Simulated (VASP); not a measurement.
# CuPd (R-3m) in VASP: single point with LDA

Aim: the single point of CuPd with LDA.

All numbers are computed with VASP 6.6.1; they aren't measurements. Logs are shortened: lines on timing, memory, paths and dates and some standing lists are left out, and cuts for length are marked.

## Step 1: The crystal as given

The structure is trigonal, space group R-3m (No. 166). The conventional cell has a = 2.709 Å, b = 2.709 Å, c = 12.657 Å, α = 90.00°, β = 90.00°, γ = 120.00°. Cu (site symmetry -3m) is surrounded by 6 Pd at 2.63 Å and 6 Cu at 2.71 Å. Pd (site symmetry -3m) has 6 Cu at 2.63 Å and 6 Pd at 2.71 Å as nearest neighbours.

The cell comes from a database or a generator and needn't be the stable form of this composition.

## Step 2: Single point, LDA

Input file INCAR:

```
SYSTEM = CuPd
  PREC = Accurate
  ENCUT = 520
  EDIFF = 1E-7
  ISMEAR = 0
  SIGMA = 0.15
  LREAL = .False.
  LASPH = .True.
  NELM = 100
  ALGO = Fast
  ISIF = 2
  LWAVE = .False.
  LCHARG = .True.
  LELF = .True.
  LVHAR = .True.
  NBANDS = 18
```

Input file KPOINTS:

```
regular mesh
0
Gamma
  21 21 21
  0 0 0
```

Input file POSCAR:

```
CuPd
1.0
    1.3545766024      0.7820651661      4.2189548006
   -1.3545766024      0.7820651661      4.2189548006
    0.0000000000     -1.5641303321      4.2189548006
Cu Pd
1 1
Direct
    0.0000000000      0.0000000000      0.0000000000
    0.5000000000      0.5000000000      0.5000000000
```

Potentials or basis: VASP PAW LDA potentials, release 64 (Cu, Pd).

The run is started by

```
$ cat potpaw_LDA.64/Cu/POTCAR potpaw_LDA.64/Pd/POTCAR > POTCAR
$ mpirun -np 1 vasp_std > vasp.out
```

OUTCAR:

```text
SYSTEM = CuPd
   PREC = Accurate
   ENCUT = 520
   EDIFF = 1E-7
   ISMEAR = 0
   LREAL = .False.
   LASPH = .True.
   NELM = 100
   ISIF = 2

 ion  position               nearest neighbor table
   1  0.000  0.000  0.000-   2 2.63   2 2.63   2 2.63   2 2.63   2 2.63   2 2.63
   2  0.500  0.500  0.500-   1 2.63   1 2.63   1 2.63   1 2.63   1 2.63   1 2.63

  LATTYP: Found a trigonal (rhomboedric) cell.
 ALAT       =     4.4995647907
 COS(alpha) =     0.8187424457

  Lattice vectors:

 A1 = (   1.3545766024,   0.7820651661,   4.2189548006)
 A2 = (  -1.3545766024,   0.7820651661,   4.2189548006)
 A3 = (   0.0000000000,  -1.5641303321,   4.2189548006)

Analysis of symmetry for initial positions (statically):
=====================================================================
 Subroutine PRICEL returns:
 Original cell was already a primitive cell.

 Routine SETGRP: Setting up the symmetry group for a
 trigonal (rhombohedral) supercell.

 Subroutine GETGRP returns: Found 12 space group operations
 (whereof 12 operations were pure point group operations)
 out of a pool of 12 trial point group operations.

The static configuration has the point symmetry D_3d.

Analysis of symmetry for dynamics (positions and initial velocities):
=====================================================================
 Subroutine PRICEL returns:
 Original cell was already a primitive cell.

 Routine SETGRP: Setting up the symmetry group for a
 trigonal (rhombohedral) supercell.

 Subroutine GETGRP returns: Found 12 space group operations
 (whereof 12 operations were pure point group operations)
 out of a pool of 12 trial point group operations.

The dynamic configuration has the point symmetry D_3d.

 Subroutine INISYM returns: Found 12 space group operations
 (whereof 12 operations are pure point group operations),
 and found     1 'primitive' translations

----------------------------------------------------------------------------------------

                                     Primitive cell

  volume of cell :      26.8165

  direct lattice vectors                    reciprocal lattice vectors
     1.354576602  0.782065166  4.218954801     0.369119029  0.213110971  0.079008510
    -1.354576602  0.782065166  4.218954801    -0.369119029  0.213110971  0.079008510
     0.000000000 -1.564130332  4.218954801     0.000000000 -0.426221941  0.079008510

  length of vectors
     4.499564791  4.499564791  4.499564791     0.433482973  0.433482973  0.433482973

  position of ions in fractional coordinates (direct lattice)
     0.000000000  0.000000000  0.000000000
     0.500000000  0.500000000  0.500000000

  ion indices of the primitive-cell ions
   primitive index   ion index
                 1           1
                 2           2

----------------------------------------------------------------------------------------

 KPOINTS: regular mesh

Automatic generation of k-mesh.
 Grid dimensions read from file:
 generate k-points for:   21   21   21

 Generating k-lattice:

  Cartesian coordinates                     Fractional coordinates (reciprocal lattice)
     0.017577097  0.010148141  0.003762310     0.047619048 -0.000000000  0.000000000
    -0.017577097  0.010148141  0.003762310    -0.000000000  0.047619048  0.000000000
     0.000000000 -0.020296283  0.003762310     0.000000000  0.000000000  0.047619048

  Length of vectors
     0.020642046  0.020642046  0.020642046

  Shift w.r.t. Gamma in fractional coordinates (k-lattice)
     0.000000000  0.000000000  0.000000000

 Subroutine IBZKPT returns following result:
 ===========================================

 Found    891 irreducible k-points:

 Following reciprocal coordinates:
            Coordinates               Weight
  0.000000  0.000000  0.000000      1.000000
  0.047619  0.000000 -0.000000      6.000000
  0.095238  0.000000  0.000000      6.000000
  0.142857 -0.000000  0.000000      6.000000
  0.190476  0.000000  0.000000      6.000000
  0.238095 -0.000000 -0.000000      6.000000
[... 16 lines left out ...]
 -0.428571  0.047619  0.000000     12.000000
 -0.380952  0.047619  0.000000     12.000000
 [... further k-points ...]
   k-points           NKPTS =    891   k-points in BZ     NKDIM =    891   number of bands    NBANDS=     18
   number of dos      NEDOS =    301   number of ions     NIONS =      2
   total plane-waves  NPLWV =  46656
   dimension x,y,z NGX =    36 NGY =   36 NGZ =   36
   dimension x,y,z NGXF=    72 NGYF=   72 NGZF=   72
   ions per type =               1   1
   NGX,Y,Z   is equivalent  to a cutoff of  13.30, 13.30, 13.30 a.u.
   NGXF,Y,Z  is equivalent  to a cutoff of  26.60, 26.60, 26.60 a.u.
 SYSTEM =  CuPd
   PREC   = accura    normal or accurate (medium, high low for compatibility)
   ISTART =      0    job   : 0-new  1-cont  2-samecut
   ICHARG =      2    charge: 1-file 2-atom 10-const
   ISPIN  =      1    spin polarized calculation?
   LNONCOLLINEAR =      F non collinear calculations
   LSORBIT =      F    spin-orbit coupling
   LASPH  =      T    aspherical Exc in radial PAW
   ENCUT  =  520.0 eV  38.22 Ry    6.18 a.u.   8.37  8.37  8.37*2*pi/ulx,y,z
   NELM   =    100;   NELMIN=  2; NELMDL= -5     # of ELM steps
   EDIFF  = 0.1E-06   stopping-criterion for ELM
   LREAL  =      F    real-space projection
   EDIFFG = 0.1E-05   stopping-criterion for IOM
   NSW    =      0    number of steps for IOM
   IBRION =     -1    ionic relax: 0-MD 1-quasi-New 2-CG
   NFREE  =      0    steps in history (QN), initial steepest desc. (CG)
   ISIF   =      2    stress and relaxation
   ISYM   =      2    0-nonsym 1-usesym 2-fastsym
   POTIM  = 0.5000    time-step for ionic-motion
   TEBEG  =    0.0;   TEEND  =   0.0 temperature during run
   PSTRESS=    0.0 pullay stress
   NELECT =      21.0000    total number of electrons
   NUPDOWN=      -1.0000    fix difference up-down
   EMIN   =  10.00;   EMAX   =-10.00  energy-range for DOS
   EFERMI =   0.00;   METHOD = LEGACY
   ISMEAR =     0;   SIGMA  =   0.15  broadening in eV -4-tet -1-fermi 0-gaus
   EFERMI_NEDOS =   21; number of points for ismear=-14 and -15
   IALGO  =     68    algorithm
   IMIX   =      4    mixing-type and parameters
     AMIX     =   0.40;   BMIX     =  1.00
     AMIX_MAG =   1.60;   BMIX_MAG =  1.00
  volume/ion in A,a.u.               =      13.41        90.48
  Fermi-wavevector in a.u.,A,eV,Ry     =   1.508969  2.851538 30.980304  2.276988
  Thomas-Fermi vector in A             =   2.619353
   LORBIT       =      0    0 simple, 1 ext, 2 COOP (PROOUT), +10 PAW based schemes
   GGA     = CA    functional components
   LHFCALC =     F    Hartree Fock is set to
   AEXX    =    0.0000 exact exchange contribution
   IVDW    =     0    specifies the selected vdW correction
   LEPSILON=     F    determine dielectric tensor
   LRPA    =     F    only Hartree local field effects (RPA)
 non-spin polarized calculation
 RMM-DIIS sequential band-by-band and
 Gauss-broadening in eV      SIGMA  =   0.15
  energy-cutoff  :      520.00
  volume of cell :       26.82
 maximum number of plane-waves:       734
 NGX is ok and might be reduce to    36
   NGX = 17   NGY = 17   NGZ = 17

 number of electron      21.0000004 magnetization

 Free energy of the ion-electron system (eV)
  ---------------------------------------------------
  ext. energy  EPLUGINS =         0.00000000
  ---------------------------------------------------
  free energy    TOTEN  =       -11.33785976 eV

  energy without entropy =      -11.32633705  energy(sigma->0) =      -11.33209840

 E-fermi :   8.3366     XC(G=0): -13.2534

 val. band max:        8.3349470451   @ k =  -0.2381   0.1905   0.1905
 cond. band min:       8.3381928910   @ k =   0.4286   0.4286   0.0000
 fundamental gap:      0.0032458458
 Fermi energy:         8.3366468779

 k-point     1 :       0.0000    0.0000    0.0000
  band No.  band energies     occupation
      1       0.3156      2.00000
      2       3.2301      2.00000
      3       5.3179      2.00000
      4       5.3179      2.00000
      5       5.7717      2.00000
      6       5.7717      2.00000
[... 10 lines left out ...]
     17      28.1718      0.00000
     18      32.2345      0.00000

 k-point     2 :       0.0476    0.0000   -0.0000
  band No.  band energies     occupation
      1       0.3880      2.00000
      2       3.2827      2.00000
      3       5.2856      2.00000
      4       5.3595      2.00000
      5       5.7442      2.00000
      6       5.7889      2.00000
[... 10 lines left out ...]
     17      28.0767      0.00000
     18      31.5701      0.00000

 k-point     3 :       0.0952    0.0000    0.0000
  band No.  band energies     occupation
      1       0.6020      2.00000
      2       3.4342      2.00000
      3       5.1948      2.00000
      4       5.4779      2.00000
      5       5.6598      2.00000
      6       5.8415      2.00000
[... 10 lines left out ...]
     17      27.8657      0.00000
     18      30.3886      0.00000

 k-point     4 :       0.1429   -0.0000    0.0000
  band No.  band energies     occupation
      1       0.9486      2.00000
      2       3.6626      2.00000
      3       5.0680      2.00000
      4       5.5126      2.00000
      5       5.6491      2.00000
      6       5.9352      2.00000
[... 10 lines left out ...]
     17      27.5260      0.00000
     18      29.2064      0.00000

 k-point     5 :       0.1905    0.0000    0.0000
  band No.  band energies     occupation
      1       1.4104      2.00000
      2       3.9119      2.00000
      3       4.9587      2.00000
      4       5.3000      2.00000
      5       5.8226      2.00000
      6       6.0877      2.00000
[... 10 lines left out ...]
     17      27.0492      0.00000
     18      28.6599      0.00000

 k-point     6 :       0.2381   -0.0000   -0.0000
  band No.  band energies     occupation
      1       1.9580      2.00000
      2       4.0632      2.00000
      3       4.9498      2.00000
      4       5.0687      2.00000
      5       5.9271      2.00000
      6       5.9591      2.00000
[... 10 lines left out ...]
     17      26.5684      0.00000
     18      28.6474      0.00000

 k-point     7 :       0.2857   -0.0000    0.0000
  band No.  band energies     occupation
      1       2.5390      2.00000
      2       4.0517      2.00000
      3       4.7689      2.00000
      4       5.1795      2.00000
      5       5.7595      2.00000
      6       6.0357      2.00000
[... 10 lines left out ...]
     17      26.1267      0.00000
     18      27.5616      0.00000

 k-point     8 :       0.3333   -0.0000    0.0000
  band No.  band energies     occupation
      1       3.0466      2.00000
      2       4.0110      2.00000
      3       4.5783      2.00000
      4       5.3551      2.00000
      5       5.6717      2.00000
      6       5.9493      2.00000
[... 10 lines left out ...]
     17      25.7232      0.00000
     18      26.5978      0.00000
[... 229 lines left out ...]
     17      25.3733      0.00000
     18      26.3950      0.00000

 k-point    20 :       0.4286    0.0476    0.0000
  band No.  band energies     occupation
      1       3.4076      2.00000
      2       4.0430      2.00000
      3       4.7084      2.00000
      4       5.3563      2.00000
      5       5.5750      2.00000
      6       5.8590      2.00000
[... 10 lines left out ...]
     17      24.7613      0.00000
     18      25.4816      0.00000

 k-point    21 :       0.4762    0.0476    0.0000
  band No.  band energies     occupation
      1       3.3886      2.00000
      2       4.0451      2.00000
      3       4.8522      2.00000
      4       5.3348      2.00000
      5       5.5827      2.00000
      6       5.8985      2.00000
[... 10 lines left out ...]
     17      24.1457      0.00000
     18      24.6065      0.00000

 k-point    22 :      -0.4762    0.0476   -0.0000
  band No.  band energies     occupation
      1       3.3677      2.00000
      2       4.0496      2.00000
      3       4.8662      2.00000
      4       5.3536      2.00000
      5       5.5934      2.00000
      6       5.9213      2.00000
[... 10 lines left out ...]
     17      23.8912      0.00000
     18      24.4158      0.00000

 k-point    23 :      -0.4286    0.0476    0.0000
  band No.  band energies     occupation
      1       3.3716      2.00000
      2       4.0836      2.00000
      3       4.7330      2.00000
      4       5.3822      2.00000
      5       5.6063      2.00000
      6       5.9199      2.00000
[... 10 lines left out ...]
     17      24.4972      0.00000
     18      24.8740      0.00000

 k-point    24 :      -0.3810    0.0476    0.0000
  band No.  band energies     occupation
      1       3.3718      2.00000
      2       4.1327      2.00000
      3       4.5045      2.00000
      4       5.4024      2.00000
      5       5.6464      2.00000
      6       5.8810      2.00000
[... 10 lines left out ...]
     17      24.9284      0.00000
     18      25.9118      0.00000

 [... further k-points ...]
[... 5 lines left out ...]
  --------------------------------------------------------------------------------------
  -------------------------------------------------------------------------------------
  Total       -1.9088195     -1.9088195     -1.7873825     -0.0000000     -0.0000000      0.0000000
  in kB     -114.0440945   -114.0440945   -106.7887350     -0.0000000     -0.0000000      0.0000000
  external PRESSURE =    -111.6256413 kB  Pullay stress =       0.0000000 kB

 VOLUME and BASIS-vectors are now :
 -----------------------------------------------------------------------------
  energy-cutoff  :      520.00
  volume of cell :       26.82
      direct lattice vectors                 reciprocal lattice vectors
     1.354576602  0.782065166  4.218954801     0.369119029  0.213110971  0.079008510
    -1.354576602  0.782065166  4.218954801    -0.369119029  0.213110971  0.079008510
     0.000000000 -1.564130332  4.218954801     0.000000000 -0.426221941  0.079008510

 POSITION                                       TOTAL-FORCE (eV/Angst)
 -----------------------------------------------------------------------------------
      0.00000      0.00000      0.00000         0.000000     -0.000000     -0.000000
      0.00000      0.00000      6.32843        -0.000000      0.000000      0.000000
 -----------------------------------------------------------------------------------
    total drift:                                0.000000     -0.000000      0.000000

  FREE ENERGIE OF THE ION-ELECTRON SYSTEM (eV)
  ---------------------------------------------------
  free  energy   TOTEN  =       -11.3378597559 eV

  energy  without entropy=      -11.3263370459  energy(sigma->0) =      -11.33209840
```

It took 16 min on 1 thread of AMD EPYC 9R45 (Zen 5), shared host; peak memory 0.53 GiB.

What came out:

```
Free energy            : -11.3379 eV
Pressure               : -11.2 GPa
Band gap on the k mesh : none (metal or under the smearing width)
```
